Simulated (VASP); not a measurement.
# AgB2 (P6/mmm) in VASP: settings compared

Aim: see how the results for AgB2 move with the level of theory and the settings. Levels: LDA, PBE. Tasks: relaxation of cell and atoms.

Program: VASP 6.6.1. These are calculated values, not measurements. Logs are shortened: lines on timing, memory, paths and dates and some standing lists are left out, and cuts for length are marked.

## Step 1: The crystal as given

Symmetry: P6/mmm, No. 191, hexagonal system. Conventional cell: a = 3.000 Å, b = 3.000 Å, c = 3.240 Å, α = 90.00°, β = 90.00°, γ = 120.00°. Ag (site symmetry 6/mmm) has 12 B at 2.37 Å as nearest neighbours. Around B (site symmetry -6m2) lie 3 B at 1.73 Å.

## Step 2: Relaxation of cell and atoms, LDA

Input file INCAR:

```
SYSTEM = AgB2
ALGO = Normal
EDIFF = 1E-6
EDIFFG = -0.02
ENCUT = 600
GGA = CA
IBRION = 2
ISIF = 3
ISMEAR = -1
LASPH = .True.
LCHARG = .False.
LREAL = .False.
LWAVE = .False.
NELM = 80
NSW = 40
PREC = Accurate
SIGMA = 0.05
```

Input file KPOINTS:

```
k-points
0
Gamma
  10 10 8
  0 0 0
```

Input file POSCAR:

```
AgB2
1.0
    3.0000000000      0.0000000000      0.0000000000
   -1.5000000000      2.5980762114      0.0000000000
    0.0000000000      0.0000000000      3.2400000000
Ag B
1 2
Direct
    0.0000000000      0.0000000000      0.0000000000
    0.6666666667      0.3333333333      0.5000000000
    0.3333333333      0.6666666667      0.5000000000
```

Potentials or basis: VASP PAW LDA potentials, release 64 (Ag, B).

The run is started by

```bash
> cat potpaw_LDA.64/Ag/POTCAR potpaw_LDA.64/B/POTCAR > POTCAR
> mpirun -np 1 vasp_std > vasp.out
```

OUTCAR:

```text
SYSTEM = AgB2
   EDIFF = 1E-6
   EDIFFG = -0.02
   ENCUT = 600
   GGA = CA
   IBRION = 2
   ISIF = 3
   ISMEAR = -1
   LASPH = .True.
   LREAL = .False.
   NELM = 80
   NSW = 40
   PREC = Accurate

 ion  position               nearest neighbor table
   1  0.000  0.000  0.000-   2 2.37   3 2.37   2 2.37   3 2.37   2 2.37   2 2.37   3 2.37   3 2.37
                             2 2.37   2 2.37   3 2.37   3 2.37
   2  0.667  0.333  0.500-   3 1.73   3 1.73   3 1.73   1 2.37   1 2.37   1 2.37   1 2.37   1 2.37
                             1 2.37
   3  0.333  0.667  0.500-   2 1.73   2 1.73   2 1.73   1 2.37   1 2.37   1 2.37   1 2.37   1 2.37
                             1 2.37

  LATTYP: Found a hexagonal cell.
 ALAT       =     3.0000000000
 C/A-ratio  =     1.0800000000

  Lattice vectors:

 A1 = (   3.0000000000,   0.0000000000,   0.0000000000)
 A2 = (  -1.5000000000,   2.5980762114,   0.0000000000)
 A3 = (   0.0000000000,   0.0000000000,   3.2400000000)

Analysis of symmetry for initial positions (statically):
=====================================================================
 Subroutine PRICEL returns:
 Original cell was already a primitive cell.

 Routine SETGRP: Setting up the symmetry group for a
 hexagonal supercell.

 Subroutine GETGRP returns: Found 24 space group operations
 (whereof 24 operations were pure point group operations)
 out of a pool of 24 trial point group operations.

The static configuration has the point symmetry D_6h.

Analysis of symmetry for dynamics (positions and initial velocities):
=====================================================================
 Subroutine PRICEL returns:
 Original cell was already a primitive cell.

 Routine SETGRP: Setting up the symmetry group for a
 hexagonal supercell.

 Subroutine GETGRP returns: Found 24 space group operations
 (whereof 24 operations were pure point group operations)
 out of a pool of 24 trial point group operations.

The dynamic configuration has the point symmetry D_6h.

 Subroutine INISYM returns: Found 24 space group operations
 (whereof 24 operations are pure point group operations),
 and found     1 'primitive' translations

----------------------------------------------------------------------------------------

                                     Primitive cell

  volume of cell :      25.2533

  direct lattice vectors                    reciprocal lattice vectors
     3.000000000  0.000000000  0.000000000     0.333333333  0.192450090  0.000000000
    -1.500000000  2.598076211  0.000000000     0.000000000  0.384900179  0.000000000
     0.000000000  0.000000000  3.240000000     0.000000000  0.000000000  0.308641975

  length of vectors
     3.000000000  3.000000000  3.240000000     0.384900179  0.384900179  0.308641975

  position of ions in fractional coordinates (direct lattice)
     0.000000000  0.000000000  0.000000000
     0.666666667  0.333333333  0.500000000
     0.333333333  0.666666667  0.500000000

  ion indices of the primitive-cell ions
   primitive index   ion index
                 1           1
                 2           2
                 3           3

----------------------------------------------------------------------------------------

 KPOINTS: k-points

Automatic generation of k-mesh.
 Grid dimensions read from file:
 generate k-points for:   10   10    8

 Generating k-lattice:

  Cartesian coordinates                     Fractional coordinates (reciprocal lattice)
     0.033333333  0.019245009  0.000000000     0.100000000  0.000000000  0.000000000
     0.000000000  0.038490018  0.000000000     0.000000000  0.100000000  0.000000000
     0.000000000  0.000000000  0.038580247     0.000000000  0.000000000  0.125000000

  Length of vectors
     0.038490018  0.038490018  0.038580247

  Shift w.r.t. Gamma in fractional coordinates (k-lattice)
     0.000000000  0.000000000  0.000000000

 Subroutine IBZKPT returns following result:
 ===========================================

 Found     70 irreducible k-points:

 Following reciprocal coordinates:
            Coordinates               Weight
  0.000000  0.000000  0.000000      1.000000
  0.100000 -0.000000  0.000000      6.000000
  0.200000 -0.000000  0.000000      6.000000
  0.300000 -0.000000  0.000000      6.000000
  0.400000 -0.000000  0.000000      6.000000
  0.500000 -0.000000  0.000000      3.000000
[... 16 lines left out ...]
  0.300000  0.100000  0.125000     24.000000
  0.400000  0.100000  0.125000     24.000000
 [... further k-points ...]
   k-points           NKPTS =     70   k-points in BZ     NKDIM =     70   number of bands    NBANDS=     12
   number of dos      NEDOS =    301   number of ions     NIONS =      3
   total plane-waves  NPLWV =  16128
   dimension x,y,z NGX =    24 NGY =   24 NGZ =   28
   dimension x,y,z NGXF=    48 NGYF=   48 NGZF=   56
   ions per type =               1   2
   NGX,Y,Z   is equivalent  to a cutoff of  13.30, 13.30, 14.37 a.u.
   NGXF,Y,Z  is equivalent  to a cutoff of  26.60, 26.60, 28.73 a.u.
 SYSTEM =  AgB2
   PREC   = accura    normal or accurate (medium, high low for compatibility)
   ISTART =      0    job   : 0-new  1-cont  2-samecut
   ICHARG =      2    charge: 1-file 2-atom 10-const
   ISPIN  =      1    spin polarized calculation?
   LNONCOLLINEAR =      F non collinear calculations
   LSORBIT =      F    spin-orbit coupling
   LASPH  =      T    aspherical Exc in radial PAW
   ENCUT  =  600.0 eV  44.10 Ry    6.64 a.u.   5.99  5.99  6.47*2*pi/ulx,y,z
   NELM   =     80;   NELMIN=  2; NELMDL= -5     # of ELM steps
   EDIFF  = 0.1E-05   stopping-criterion for ELM
   LREAL  =      F    real-space projection
   EDIFFG = -.2E-01   stopping-criterion for IOM
   NSW    =     40    number of steps for IOM
   IBRION =      2    ionic relax: 0-MD 1-quasi-New 2-CG
   NFREE  =      1    steps in history (QN), initial steepest desc. (CG)
   ISIF   =      3    stress and relaxation
   ISYM   =      2    0-nonsym 1-usesym 2-fastsym
   POTIM  = 0.5000    time-step for ionic-motion
   TEBEG  =    0.0;   TEEND  =   0.0 temperature during run
   PSTRESS=    0.0 pullay stress
   NELECT =      17.0000    total number of electrons
   NUPDOWN=      -1.0000    fix difference up-down
   EMIN   =  10.00;   EMAX   =-10.00  energy-range for DOS
   EFERMI =   0.00;   METHOD = LEGACY
   ISMEAR =    -1;   SIGMA  =   0.05  broadening in eV -4-tet -1-fermi 0-gaus
   EFERMI_NEDOS =   21; number of points for ismear=-14 and -15
   IALGO  =     38    algorithm
   IMIX   =      4    mixing-type and parameters
     AMIX     =   0.40;   BMIX     =  1.00
     AMIX_MAG =   1.60;   BMIX_MAG =  1.00
  volume/ion in A,a.u.               =       8.42        56.81
  Fermi-wavevector in a.u.,A,eV,Ry     =   1.434779  2.711340 28.008838  2.058591
  Thomas-Fermi vector in A             =   2.554150
   LORBIT       =      0    0 simple, 1 ext, 2 COOP (PROOUT), +10 PAW based schemes
   GGA     = CA    functional components
   LHFCALC =     F    Hartree Fock is set to
   AEXX    =    0.0000 exact exchange contribution
   IVDW    =     0    specifies the selected vdW correction
   LEPSILON=     F    determine dielectric tensor
   LRPA    =     F    only Hartree local field effects (RPA)
 conjugate gradient relaxation of ions
 non-spin polarized calculation
  energy-cutoff  :      600.00
  volume of cell :       25.25
 maximum number of plane-waves:       862
 NGX is ok and might be reduce to    24
   NGX = 11   NGY = 11   NGZ = 13

--------------------------------------- Ionic step        1  -------------------------------------------

 number of electron      16.9999998 magnetization

 Free energy of the ion-electron system (eV)
  ---------------------------------------------------
  ext. energy  EPLUGINS =         0.00000000
  ---------------------------------------------------
  free energy    TOTEN  =       -16.21455873 eV

  energy without entropy =      -16.20186035  energy(sigma->0) =      -16.20820954

 E-fermi :  10.7281     XC(G=0): -13.4993

 val. band max:       10.7245609703   @ k =   0.2000  -0.0000   0.3750
 cond. band min:      10.7478050792   @ k =   0.2000   0.1000   0.5000
 fundamental gap:      0.0232441089
 Fermi energy:        10.7281489607

 k-point     1 :       0.0000    0.0000    0.0000
  band No.  band energies     occupation
      1      -3.5763      2.00000
      2       3.5254      2.00000
      3       4.0602      2.00000
      4       4.0602      2.00000
      5       5.6241      2.00000
      6       5.6241      2.00000
      7       7.4617      2.00000
      8      11.7976      0.00000
      9      11.7976      0.00000
     10      16.2923      0.00000
     11      16.2923      0.00000
     12      16.4280      0.00000
[... 331 lines left out ...]
 k-point    24 :       0.4000    0.1000    0.1250
  band No.  band energies     occupation
      1       0.0599      2.00000
      2       1.3087      2.00000
      3       3.4963      2.00000
      4       3.8273      2.00000
      5       4.6585      2.00000
      6       6.1228      2.00000
      7       7.2945      2.00000
      8       7.8768      2.00000
      9      12.7452      0.00000
     10      14.2232      0.00000
     11      17.8577      0.00000
     12      18.7004      0.00000

 [... further k-points ...]
[... 5 lines left out ...]
  --------------------------------------------------------------------------------------
  -------------------------------------------------------------------------------------
  Total        4.6740678      4.6740678      9.7740832      0.0000000     -0.0000000      0.0000000
  in kB      296.5428386    296.5428386    620.1096117      0.0000000     -0.0000000      0.0000000
  external PRESSURE =     404.3984296 kB  Pullay stress =       0.0000000 kB
[... 281 lines left out ...]
  energy  without entropy=      -17.0635515756  energy(sigma->0) =      -17.06722561

--------------------------------------- Ionic step        9  -------------------------------------------

 number of electron      17.0000002 magnetization

 Free energy of the ion-electron system (eV)
  ---------------------------------------------------
  ext. energy  EPLUGINS =         0.00000000
  ---------------------------------------------------
  free energy    TOTEN  =       -17.07238493 eV

  energy without entropy =      -17.06477174  energy(sigma->0) =      -17.06857834

 E-fermi :   7.7643     XC(G=0): -12.5540

 val. band max:        7.7475118432   @ k =   0.1000   0.1000   0.0000
 cond. band min:       7.7696816945   @ k =   0.2000  -0.0000   0.1250
 fundamental gap:      0.0221698513
 Fermi energy:         7.7642885394

 k-point     1 :       0.0000    0.0000    0.0000
  band No.  band energies     occupation
      1      -4.6760      2.00000
      2       1.7436      2.00000
      3       2.7149      2.00000
      4       2.7149      2.00000
      5       3.7525      2.00000
      6       3.7525      2.00000
      7       3.8018      2.00000
      8       9.0689      0.00000
      9       9.0689      0.00000
     10       9.5355      0.00000
     11      15.2842      0.00000
     12      15.2842      0.00000
[... 331 lines left out ...]
 k-point    24 :       0.4000    0.1000    0.1250
  band No.  band energies     occupation
      1      -1.0468      2.00000
      2       0.2697      2.00000
      3       1.9059      2.00000
      4       2.0514      2.00000
      5       3.0963      2.00000
      6       4.2393      2.00000
      7       4.9000      2.00000
      8       5.8307      2.00000
      9       9.0603      0.00000
     10      10.9049      0.00000
     11      13.1877      0.00000
     12      15.1274      0.00000

 [... further k-points ...]
[... 5 lines left out ...]
  --------------------------------------------------------------------------------------
  -------------------------------------------------------------------------------------
  Total        0.0162632      0.0162632     -0.0058909      0.0000000     -0.0000000      0.0000000
  in kB        0.8644122      0.8644122     -0.3131072      0.0000000     -0.0000000      0.0000000
  external PRESSURE =       0.4719057 kB  Pullay stress =       0.0000000 kB
[... 18 lines left out ...]
  FREE ENERGIE OF THE ION-ELECTRON SYSTEM (eV)
  ---------------------------------------------------
  free  energy   TOTEN  =       -17.0723849349 eV

  energy  without entropy=      -17.0647717402  energy(sigma->0) =      -17.06857834

 reached required accuracy - stopping structural energy minimisation
```

It took 87 s on 1 thread of Intel Xeon Platinum 8559C (Emerald Rapids), shared host; peak memory 0.15 GiB.

What came out:

```yaml
Free_energy: -17.0724 eV
Relaxed_volume: 10.05 Å³/atom
Relaxed_cell: a = 2.977 Å, b = 2.977 Å, c = 3.927 Å, α = 90.00°, β = 90.00°, γ = 120.00°
Space_group_after_relaxing_to_0.05_Å: P6/mmm (No. 191)
Energy_gained_by_relaxing: 285.9 meV/atom
Ionic_steps: 9
Pressure_after_relaxing: 0.0 GPa
Band_gap_on_the_k_mesh: none (metal or under the smearing width)
```

Stress tensor (GPa, compression positive):
```
 0.09  0.00  0.00
 0.00  0.09  0.00
 0.00  0.00 -0.03
```

The path:
```csv
step,energy change (eV),largest force (eV/Å),pressure (GPa),volume (Å³)
1,0.0000,0.0000,40.44,25.25
2,-0.3905,0.0000,-19.64,33.78
3,-0.5978,0.0000,-4.22,30.09
4,-0.7870,0.0000,-1.51,29.94
5,-0.8288,0.0000,5.74,29.50
6,-0.8538,0.0000,2.26,29.70
7,-0.8540,0.0000,2.63,29.68
8,-0.8563,0.0000,-1.59,30.43
9,-0.8578,0.0000,0.05,30.14
```

Final structure:
```yaml
crystal:
  lattice:
    - [2.97724, 0.00000, 0.00000]
    - [-1.48862, 2.57837, 0.00000]
    - [0.00000, 0.00000, 3.92679]
  atoms:
    - { symbol: Ag, position: [0.00000, 0.00000, 0.00000] }
    - { symbol: B, position: [0.66667, 0.33333, 0.50000] }
    - { symbol: B, position: [0.33333, 0.66667, 0.50000] }
```

Caveat: the volume moved by over 15 % at a fixed basis, so the end points are rough.

## Step 3: Relaxation of cell and atoms, PBE

Edit INCAR of step 2 so:

```diff
@@ -5,3 +5,3 @@
 ENCUT = 600
-GGA = CA
+GGA = PE
 IBRION = 2
```

KPOINTS is that of step 2.

POSCAR is that of step 2.

Potentials or basis: VASP PAW PBE potentials, release 64 (Ag, B).

The run is started by

```bash
> cat potpaw_PBE.64/Ag/POTCAR potpaw_PBE.64/B/POTCAR > POTCAR
> mpirun -np 1 vasp_std > vasp.out
```

It took 1.8 min on 1 thread of Intel Xeon Platinum 8559C (Emerald Rapids), shared host; peak memory 0.16 GiB.

The run converged. Its results:

| Quantity | Value |
| --- | --- |
| Free energy | -14.5706 eV |
| Relaxed volume | 10.72 Å³/atom |
| Relaxed cell | a = 3.017 Å, b = 3.017 Å, c = 4.077 Å, α = 90.00°, β = 90.00°, γ = 120.00° |
| Space group after relaxing (to 0.05 Å) | P6/mmm (No. 191) |
| Energy gained by relaxing | 435.4 meV/atom |
| Ionic steps | 9 |
| Pressure after relaxing | 0.1 GPa |
| Band gap on the k mesh | none (metal or under the smearing width) |

Stress tensor (GPa, compression positive):
```
 0.10  0.00  0.00
 0.00  0.10  0.00
 0.00  0.00 -0.03
```

Step by step:
```tsv
step	energy change (eV)	largest force (eV/Å)	pressure (GPa)	volume (Å³)
1	0.0000	0.0000	53.87	25.25
2	-0.6576	0.0000	-19.63	37.00
3	-0.9734	0.0000	-3.40	31.76
4	-1.2028	0.0000	-1.00	31.64
5	-1.2332	0.0000	8.35	31.08
6	-1.2971	0.0000	2.95	31.41
7	-1.2978	0.0000	3.54	31.37
8	-1.3042	0.0000	-1.70	32.55
9	-1.3063	0.0000	0.05	32.15
```

Final structure:
```xyz
3
Lattice="3.0174 0.0000 0.0000 -1.5087 2.6132 0.0000 0.0000 0.0000 4.0768" Properties=species:S:1:pos:R:3 pbc="T T T"
Ag    0.0000    0.0000    0.0000
B     1.5087    0.8711    2.0384
B     0.0000    1.7421    2.0384
```

Levels at points of the mesh, in eV from the Fermi level:
```
           k point  band 4  band 5  band 6  band 7  band 8  band 9  band 10  band 11  band 12
(0.00, 0.00, 0.00)   -4.74   -3.80   -3.80   -3.77    1.24    1.29     1.29     7.59     7.59
(0.50, 0.00, 0.00)   -5.51   -4.07   -3.25   -2.64   -1.64    2.51     2.90     3.92     5.91
(0.00, 0.00, 0.50)   -4.63   -4.63   -3.93   -3.93    0.99    0.99     8.72     8.72     9.10
(0.50, 0.00, 0.50)   -4.73   -3.95   -3.25   -2.66   -2.51   -0.35     1.40     6.47     9.29
```

Caveat: the volume moved by over 15 % at a fixed basis, so the end points are rough. PBE usually gives volumes a little too large and moduli too small.
